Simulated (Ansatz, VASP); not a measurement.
## Two plane-wave programs on Si

Contents of INCAR:

```
SYSTEM = Si
ALGO     = Normal         ! electronic algorithm
EDIFF    = 1E-6           ! SCF threshold, eV
ENCUT    = 520            ! plane-wave cutoff, eV
GGA      = CA             ! functional
ISIF     = 2              ! what is computed and relaxed
ISMEAR   = 0              ! smearing method
LASPH    = .True.         ! aspherical terms in the spheres
LCHARG   = .False.        ! write CHGCAR
LREAL    = .False.        ! projectors in reciprocal space
LWAVE    = .False.        ! write WAVECAR
NBANDS   = 11             ! bands
NELM     = 100            ! most SCF steps
PREC     = Accurate       ! precision mode
SIGMA    = 0.05           ! smearing width, eV
```

The input KPOINTS:

```
k-points
0
Gamma
  12 12 12
  0 0 0
```

The input POSCAR:

```
Si
1.0
    0.0000000000      2.6650506376      2.7009735863
    2.6650506376      0.0000000000      2.7009735863
    2.6650506376      2.6650506376      0.0000000000
Si
2
Direct
    0.5111071060      0.4888928940      0.4888928940
    0.7388928940      0.7611071060      0.7611071060
```

Input for Ansatz:

```yaml
crystal:
  lattice:
    - [0.0, 2.6650506376, 2.7009735863]
    - [2.6650506376, 0.0, 2.7009735863]
    - [2.6650506376, 2.6650506376, 0.0]
  atoms:
    - { symbol: Si, position: [0.511107106, 0.488892894, 0.488892894] }
    - { symbol: Si, position: [0.738892894, 0.761107106, 0.761107106] }
basis:
  ecutwfc: 420
kpoints:
  mp_grid: { grid: [12, 12, 12] }
hamiltonian:
  xc: lda
scf:
  occupations: { method: gaussian, width: 0.05 }
output:
  forces: true
  stress: true
  eigenvalues: true
```

Change from the starting cell: mode 4 frozen in at -0.060 Å, equal normal strain along x and y -0.0133.

Alike in both runs: task single point; functional LDA; k mesh 12 × 12 × 12; occupations gaussian, width 0.05 eV; no spin polarisation.

|  | VASP | Ansatz |
| --- | --- | --- |
| version | VASP 6.6.1 | Ansatz 0.2.0 |
| potentials or method | VASP PAW LDA potentials, release 64 (Si) | scalar-relativistic, plane waves, PAW |
| plane-wave cutoff (eV) | 520 | 420 |
| valence electrons in the cell | 8 | 8 |

|  | VASP | Ansatz | Ansatz less VASP |
| --- | --- | --- | --- |
| gap on the k mesh at the Fermi level (eV) | none | none | - |
| pressure (GPa) | 3.3 | 3.2 | -0.06 |
| largest component of the traceless stress (GPa) | 5.78 | 5.77 | -0.011 |
| rms of the force components (eV/Å) | 0.938 | 0.938 | 0.0000 |

Atom by atom the forces differ by 0.000 eV/Å (rms over components). A gap of «none» marks a metal or a gap that the smearing closes.

Caveats: forces of over 1 eV/Å show positions far from the minimum, so gaps and moduli don't describe the material at rest.
